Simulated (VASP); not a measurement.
# AlB2Sb3 (Imm2) in VASP: a series of runs

One crystal, AlB2Sb3, is run at these levels: PBE; tasks: relaxation of cell and atoms.

All numbers are computed with VASP 6.6.1; they aren't measurements. Logs are shortened: lines on timing, memory, paths and dates and some standing lists are left out, and cuts for length are marked.

## Step 1: The structure

Symmetry: Imm2, No. 44, orthorhombic system. Conventional cell: a = 3.794 Å, b = 11.380 Å, c = 5.365 Å, α = 90.00°, β = 90.00°, γ = 90.00°. Around Al (site symmetry mm2) lie 4 Sb at 2.32 Å. Around B (site symmetry m) lie 4 Sb at 2.32 Å. Around Sb (site symmetry m) lie 3 B at 2.32 Å and 1 Al at 2.32 Å. Around Sb (site symmetry mm2) lie 2 B at 2.32 Å and 2 Al at 2.32 Å.

The cell was built by a generator and needn't be a form met in nature.

## Step 2: Relaxation of cell and atoms, PBE

INCAR reads:

```
  ALGO = Fast
  EDIFF = 1E-4
  EDIFFG = -0.08
  ENCUT = 520
  GGA = PE
  IBRION = 2
  ISIF = 3
  ISMEAR = 0
  KPAR = 2
  LASPH = T
  LCHARG = F
  LREAL = F
  LWAVE = F
  NELM = 60
  NSW = 24
  PREC = Normal
  SIGMA = 0.15
```

KPOINTS reads:

```
k-points
0
Gamma
  6 6 6
```

POSCAR reads:

```
AlB2Sb3
1.0
   -1.8970000000      5.6900000000      2.6825000000
    1.8970000000     -5.6900000000      2.6825000000
    1.8970000000      5.6900000000     -2.6825000000
Al B Sb
1 2 3
Direct
    0.0000000000      0.0000000000      0.0000000000
    0.3333300000      0.0000000000      0.3333300000
    0.6666700000      0.0000000000      0.6666700000
    0.4166700000      0.2500000000      0.1666700000
    0.0833300000      0.2500000000      0.8333300000
    0.7500000000      0.2500000000      0.5000000000
```

Potentials or basis: VASP PAW PBE potentials, release 64 (Al, B, Sb).

Started as:

```
$ cat potpaw_PBE.64/Al/POTCAR potpaw_PBE.64/B/POTCAR potpaw_PBE.64/Sb/POTCAR > POTCAR
$ mpirun -np 2 vasp_std > vasp.out
```

OUTCAR:

```text
EDIFF = 1E-4
   EDIFFG = -0.08
   ENCUT = 520
   GGA = PE
   IBRION = 2
   ISIF = 3
   ISMEAR = 0
   LASPH = T
   LREAL = F
   NELM = 60
   NSW = 24
   PREC = Normal

 ion  position               nearest neighbor table
   1  0.000  0.000  0.000-   4 2.32   5 2.32   6 2.32   6 2.32
   2  0.333  0.000  0.333-   4 2.32   6 2.32   5 2.32   5 2.32
   3  0.667  0.000  0.667-   5 2.32   6 2.32   4 2.32   4 2.32
   4  0.417  0.250  0.167-   2 2.32   1 2.32   3 2.32   3 2.32
   5  0.083  0.250  0.833-   3 2.32   1 2.32   2 2.32   2 2.32
   6  0.750  0.250  0.500-   2 2.32   3 2.32   1 2.32   1 2.32

  LATTYP: Found a body centered orthorhombic cell.
 ALAT       =     3.7940000000
 B/A-ratio  =     1.4140748550
 C/A-ratio  =     2.9994728519

  Lattice vectors:

 A1 = (  -1.8970000000,   5.6900000000,  -2.6825000000)
 A2 = (   1.8970000000,   5.6900000000,   2.6825000000)
 A3 = (   1.8970000000,  -5.6900000000,  -2.6825000000)

Analysis of symmetry for initial positions (statically):
=====================================================================
 Subroutine PRICEL returns:
 Original cell was already a primitive cell.

 Routine SETGRP: Setting up the symmetry group for a
 body centered orthorhombic supercell.

 Subroutine GETGRP returns: Found  4 space group operations
 (whereof  4 operations were pure point group operations)
 out of a pool of  8 trial point group operations.

The static configuration has the point symmetry C_2v.

Analysis of symmetry for dynamics (positions and initial velocities):
=====================================================================
 Subroutine PRICEL returns:
 Original cell was already a primitive cell.

 Routine SETGRP: Setting up the symmetry group for a
 body centered orthorhombic supercell.

 Subroutine GETGRP returns: Found  4 space group operations
 (whereof  4 operations were pure point group operations)
 out of a pool of  8 trial point group operations.

The dynamic configuration has the point symmetry C_2v.

 Subroutine INISYM returns: Found  4 space group operations
 (whereof  4 operations are pure point group operations),
 and found     1 'primitive' translations

----------------------------------------------------------------------------------------

                                     Primitive cell

  volume of cell :     115.8189

  direct lattice vectors                    reciprocal lattice vectors
    -1.897000000  5.690000000  2.682500000     0.000000000  0.087873462  0.186393290
     1.897000000 -5.690000000  2.682500000     0.263574064  0.000000000  0.186393290
     1.897000000  5.690000000 -2.682500000     0.263574064  0.087873462  0.000000000

  length of vectors
     6.570427326  6.570427326  6.570427326     0.206068445  0.322821539  0.277836342

  position of ions in fractional coordinates (direct lattice)
     0.000000000  0.000000000  0.000000000
     0.333330000  0.000000000  0.333330000
     0.666670000  0.000000000  0.666670000
     0.416670000  0.250000000  0.166670000
     0.083330000  0.250000000  0.833330000
     0.750000000  0.250000000  0.500000000

  ion indices of the primitive-cell ions
   primitive index   ion index
                 1           1
                 2           2
                 3           3
                 4           4
                 5           5
                 6           6

----------------------------------------------------------------------------------------

 KPOINTS: k-points

Automatic generation of k-mesh.
 Grid dimensions read from file:
 generate k-points for:    6    6    6

 Generating k-lattice:

  Cartesian coordinates                     Fractional coordinates (reciprocal lattice)
     0.000000000  0.014645577  0.031065548     0.166666667  0.000000000  0.000000000
     0.043929011  0.000000000  0.031065548     0.000000000  0.166666667  0.000000000
     0.043929011  0.014645577  0.000000000     0.000000000  0.000000000  0.166666667

  Length of vectors
     0.034344741  0.053803590  0.046306057

  Shift w.r.t. Gamma in fractional coordinates (k-lattice)
     0.000000000  0.000000000  0.000000000

 Subroutine IBZKPT returns following result:
 ===========================================

 Found     46 irreducible k-points:

 Following reciprocal coordinates:
            Coordinates               Weight
  0.000000  0.000000  0.000000      1.000000
  0.166667  0.000000 -0.000000      4.000000
  0.333333  0.000000  0.000000      4.000000
  0.500000  0.000000 -0.000000      2.000000
  0.000000  0.166667 -0.000000      4.000000
  0.166667  0.166667  0.000000      8.000000
[... 16 lines left out ...]
 -0.166667  0.166667  0.166667      2.000000
  0.166667  0.333333  0.166667      4.000000
 [... further k-points ...]
   k-points           NKPTS =     46   k-points in BZ     NKDIM =     46   number of bands    NBANDS=     16
   number of dos      NEDOS =    301   number of ions     NIONS =      6
   total plane-waves  NPLWV =  64000
   dimension x,y,z NGX =    40 NGY =   40 NGZ =   40
   dimension x,y,z NGXF=    80 NGYF=   80 NGZF=   80
   ions per type =               1   2   3
   NGX,Y,Z   is equivalent  to a cutoff of  10.12, 10.12, 10.12 a.u.
   NGXF,Y,Z  is equivalent  to a cutoff of  20.24, 20.24, 20.24 a.u.
 SYSTEM =  unknown system
   PREC   = normal    normal or accurate (medium, high low for compatibility)
   ISTART =      0    job   : 0-new  1-cont  2-samecut
   ICHARG =      2    charge: 1-file 2-atom 10-const
   ISPIN  =      1    spin polarized calculation?
   LNONCOLLINEAR =      F non collinear calculations
   LSORBIT =      F    spin-orbit coupling
   LASPH  =      T    aspherical Exc in radial PAW
   ENCUT  =  520.0 eV  38.22 Ry    6.18 a.u.  12.22 12.22 12.22*2*pi/ulx,y,z
   NELM   =     60;   NELMIN=  2; NELMDL= -5     # of ELM steps
   EDIFF  = 0.1E-03   stopping-criterion for ELM
   LREAL  =      F    real-space projection
   EDIFFG = -.8E-01   stopping-criterion for IOM
   NSW    =     24    number of steps for IOM
   IBRION =      2    ionic relax: 0-MD 1-quasi-New 2-CG
   NFREE  =      1    steps in history (QN), initial steepest desc. (CG)
   ISIF   =      3    stress and relaxation
   ISYM   =      2    0-nonsym 1-usesym 2-fastsym
   POTIM  = 0.5000    time-step for ionic-motion
   TEBEG  =    0.0;   TEEND  =   0.0 temperature during run
   PSTRESS=    0.0 pullay stress
   NELECT =      24.0000    total number of electrons
   NUPDOWN=      -1.0000    fix difference up-down
   EMIN   =  10.00;   EMAX   =-10.00  energy-range for DOS
   EFERMI =   0.00;   METHOD = LEGACY
   ISMEAR =     0;   SIGMA  =   0.15  broadening in eV -4-tet -1-fermi 0-gaus
   EFERMI_NEDOS =   21; number of points for ismear=-14 and -15
   IALGO  =     68    algorithm
   IMIX   =      4    mixing-type and parameters
     AMIX     =   0.40;   BMIX     =  1.00
     AMIX_MAG =   1.60;   BMIX_MAG =  1.00
  volume/ion in A,a.u.               =      19.30       130.26
  Fermi-wavevector in a.u.,A,eV,Ry     =   0.968766  1.830702 12.769166  0.938507
  Thomas-Fermi vector in A             =   2.098763
   LORBIT       =      0    0 simple, 1 ext, 2 COOP (PROOUT), +10 PAW based schemes
   GGA     = PE    functional components
   LHFCALC =     F    Hartree Fock is set to
   AEXX    =    0.0000 exact exchange contribution
   IVDW    =     0    specifies the selected vdW correction
   LEPSILON=     F    determine dielectric tensor
   LRPA    =     F    only Hartree local field effects (RPA)
 conjugate gradient relaxation of ions
 non-spin polarized calculation
 RMM-DIIS sequential band-by-band and
 Gauss-broadening in eV      SIGMA  =   0.15
  energy-cutoff  :      520.00
  volume of cell :      115.82
 maximum number of plane-waves:      3140
   NGX = 25   NGY = 25   NGZ = 25

--------------------------------------- Ionic step        1  -------------------------------------------

 number of electron      24.0000000 magnetization

 Free energy of the ion-electron system (eV)
  ---------------------------------------------------
  ext. energy  EPLUGINS =         0.00000000
  ---------------------------------------------------
  free energy    TOTEN  =       -25.41281224 eV

  energy without entropy =      -25.41210298  energy(sigma->0) =      -25.41245761

------------------------ aborting loop because EDIFF is reached ----------------------------------------

  FORCE on cell =-STRESS in cart. coord.  units (eV):
  Direction    XX          YY          ZZ          XY          YZ          ZX
  --------------------------------------------------------------------------------------
  -------------------------------------------------------------------------------------
  Total       12.7002603     12.7202834     12.2864357      0.0000000      0.0000000      0.0000000
  in kB      175.6887226    175.9657116    169.9640913      0.0000000      0.0000000      0.0000000
  external PRESSURE =     173.8728418 kB  Pullay stress =       0.0000000 kB
[... 25 lines left out ...]
  energy  without entropy=      -25.4121029839  energy(sigma->0) =      -25.41245761

--------------------------------------- Ionic step        2  -------------------------------------------

 number of electron      24.0000000 magnetization

 E-fermi :   4.9260     XC(G=0):  -8.7993

 val. band max:        4.8159807973   @ k =   0.0000   0.0000   0.0000
 cond. band min:       5.0027958020   @ k =   0.0000   0.0000   0.0000
 fundamental gap:      0.1868150047
 Fermi energy:         4.9260271659

 k-point     1 :       0.0000    0.0000    0.0000
  band No.  band energies     occupation
      1      -6.7143      2.00000
      2      -4.4363      2.00000
      3      -4.3885      2.00000
      4      -1.9896      2.00000
      5      -0.6570      2.00000
      6       0.8894      2.00000
[... 8 lines left out ...]
     15       6.7798      0.00000
     16       7.2633      0.00000
[... 420 lines left out ...]
  band No.  band energies     occupation
      1      -5.0762      2.00000
      2      -4.7009      2.00000
      3      -4.1955      2.00000
      4      -2.0439      2.00000
      5      -1.5789      2.00000
      6      -0.6601      2.00000
[... 8 lines left out ...]
     15       7.7112      0.00000
     16       8.2540      0.00000

 [... further k-points ...]

------------------------ aborting loop because EDIFF is reached ----------------------------------------

  FORCE on cell =-STRESS in cart. coord.  units (eV):
  Direction    XX          YY          ZZ          XY          YZ          ZX
  --------------------------------------------------------------------------------------
  -------------------------------------------------------------------------------------
  Total       -8.2277888     -8.3466889     -7.3666782      0.0000000      0.0000000      0.0000000
  in kB      -85.2673009    -86.4995022    -76.3433265      0.0000000      0.0000000      0.0000000
  external PRESSURE =     -82.7033766 kB  Pullay stress =       0.0000000 kB
[... 265 lines left out ...]
  energy  without entropy=      -27.6687976683  energy(sigma->0) =      -27.66923267

--------------------------------------- Ionic step        9  -------------------------------------------

 number of electron      23.9999999 magnetization

 Free energy of the ion-electron system (eV)
  ---------------------------------------------------
  ext. energy  EPLUGINS =         0.00000000
  ---------------------------------------------------
  free energy    TOTEN  =       -27.67246922 eV

  energy without entropy =      -27.67144256  energy(sigma->0) =      -27.67195589

 E-fermi :   6.8761     XC(G=0):  -9.4435

 val. band max:        6.7579365624   @ k =   0.0000   0.0000   0.0000
 cond. band min:       7.0220006583   @ k =  -0.3333  -0.3333   0.3333
 fundamental gap:      0.2640640959
 Fermi energy:         6.8761059127

 k-point     1 :       0.0000    0.0000    0.0000
  band No.  band energies     occupation
      1      -6.1859      2.00000
      2      -3.3032      2.00000
      3      -3.2425      2.00000
      4      -1.1259      2.00000
      5       0.5954      2.00000
      6       1.7004      2.00000
[... 8 lines left out ...]
     15       8.7107      0.00000
     16       9.0474      0.00000
[... 420 lines left out ...]
  band No.  band energies     occupation
      1      -4.0881      2.00000
      2      -3.6983      2.00000
      3      -2.9337      2.00000
      4      -1.1215      2.00000
      5      -0.6283      2.00000
      6       0.5105      2.00000
[... 8 lines left out ...]
     15       9.2743      0.00000
     16       9.8689      0.00000

 [... further k-points ...]

------------------------ aborting loop because EDIFF is reached ----------------------------------------

  FORCE on cell =-STRESS in cart. coord.  units (eV):
  Direction    XX          YY          ZZ          XY          YZ          ZX
  --------------------------------------------------------------------------------------
  -------------------------------------------------------------------------------------
  Total       -0.1198035     -0.0617082     -0.0523746      0.0000000      0.0000000      0.0000000
  in kB       -1.4546873     -0.7492774     -0.6359472      0.0000000      0.0000000      0.0000000
  external PRESSURE =      -0.9466373 kB  Pullay stress =       0.0000000 kB
[... 21 lines left out ...]
  FREE ENERGIE OF THE ION-ELECTRON SYSTEM (eV)
  ---------------------------------------------------
  free  energy   TOTEN  =       -27.6724692173 eV

  energy  without entropy=      -27.6714425572  energy(sigma->0) =      -27.67195589

 reached required accuracy - stopping structural energy minimisation
```

Run time: 1.7 min. Hardware: 2 MPI ranks of Intel Xeon 6975P-C (Granite Rapids), shared host; peak memory 0.3 GiB.

Results:

* Free energy: -27.6725 eV
* Relaxed volume: 21.99 Å³/atom
* Relaxed cell: a = 6.870 Å, b = 6.870 Å, c = 6.870 Å, α = 146.81°, β = 60.13°, γ = 131.38°
* Space group after relaxing (to 0.05 Å): Imm2 (No. 44)
* Energy gained by relaxing: 376.6 meV/atom
* Ionic steps: 9
* Pressure after relaxing: -0.1 GPa
* Largest force after relaxing: 0.062 eV/Å
* Band gap on the k mesh: 0.26 eV, indirect (least direct gap 0.56 eV)

Forces in eV/Å, atoms in the order of the input:
```
Al   0.000  0.000 -0.019
B    0.000 -0.060 -0.017
B    0.000  0.060 -0.017
Sb   0.000 -0.049  0.008
Sb   0.000  0.049  0.008
Sb   0.000  0.000  0.038
```

Step by step:
| step | energy change (eV) | largest force (eV/Å) | pressure (GPa) | volume (Å³) |
| --- | --- | --- | --- | --- |
| 1 | 0.0000 | 4.8997 | 17.39 | 115.82 |
| 2 | -1.5374 | 0.3428 | -8.27 | 154.60 |
| 3 | -1.9698 | 1.3554 | -3.20 | 139.60 |
| 4 | -1.9704 | 1.4017 | -2.96 | 139.10 |
| 5 | -2.1978 | 0.5481 | -0.69 | 133.47 |
| 6 | -2.2334 | 0.3598 | 0.99 | 130.23 |
| 7 | -2.2568 | 0.1474 | 0.09 | 131.63 |
| 8 | -2.2569 | 0.1507 | 0.08 | 131.60 |
| 9 | -2.2597 | 0.0621 | -0.09 | 131.95 |

Final structure:
```
Al B Sb
1.0
    -1.96209    5.94533    2.82785
     1.96209   -5.94533    2.82785
     1.96209    5.94533   -2.82785
Al B Sb
1 2 3
Direct
  0.00247 0.00247 0.00000
  0.33069 0.00160 0.32909
  0.67251 0.00160 0.67091
  0.45851 0.27397 0.18455
  0.08942 0.27397 0.81545
  0.69639 0.19639 0.50000
```

Caveat: spin-orbit coupling is left out, which moves the levels of the heavy elements; the relaxation stopped at a loose force limit of 0.08 eV/Å, so its end isn't a converged minimum. A k mesh can miss the band edges.

(Continued in part 2 of 2.)
